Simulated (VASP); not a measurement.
Set up this calculation in VASP 6.6.1, as the native input.

* Task: relaxation of cell and atoms
* Functional: LDA
* Potentials or basis: VASP PAW LDA potentials, release 64 (Ir)
* Cutoff: 600 eV
* k mesh: 16 × 16 × 16
* Occupations: methfessel-paxton, width 0.1 eV
* Spin: no spin polarisation
* Further INCAR settings: ALGO = Normal; EDIFF = 1e-07; IBRION = 2; EDIFFG = -0.005; NSW = 90; ISIF = 3

The structure of Ir lies in POSCAR:

```
Ir                                      
1.0
   -0.0000000000      1.9101327699      1.9101327699
    1.9101327699     -0.0000000000      1.9101327699
    1.9101327699      1.9101327699     -0.0000000000
  Ir            
     1
Direct
     0.0000000000000000    0.0000000000000000    0.0000000000000000
```

One way to write it, as run:

INCAR

```
PREC = Accurate ; ENCUT = 600
EDIFF = 1E-7 ; ISMEAR = 1
SIGMA = 0.1 ; LREAL = False
LASPH = True ; NELM = 80
ALGO = Normal ; ISIF = 3
LWAVE = False ; LCHARG = False
IBRION = 2 ; NSW = 90
EDIFFG = -0.005
```

KPOINTS

```
Automatic mesh
0
Gamma
  16 16 16
```

Potentials or basis: VASP PAW LDA potentials, release 64 (Ir).

The run is started by

```bash
$ cat potpaw_LDA.64/Ir/POTCAR > POTCAR
$ mpirun -np 1 vasp_std > vasp.out
```

Results of the run:

```
Relaxed volume                         : 13.94 Å³/atom
Relaxed cell                           : a = 2.701 Å, b = 2.701 Å, c = 2.701 Å, α = 60.00°, β = 60.00°, γ = 60.00°
Space group after relaxing (to 0.05 Å) : Fm-3m (No. 225)
Energy gained by relaxing              : 0.0 meV/atom
Ionic steps                            : 3
Pressure after relaxing                : 0.0 GPa
Band gap on the k mesh                 : none (metal or under the smearing width)
```

Run time: 17 s on 1 thread of Intel(R) Xeon(R) 6975P-C (Granite Rapids), with other jobs on the host, peak memory 0.15 GiB.
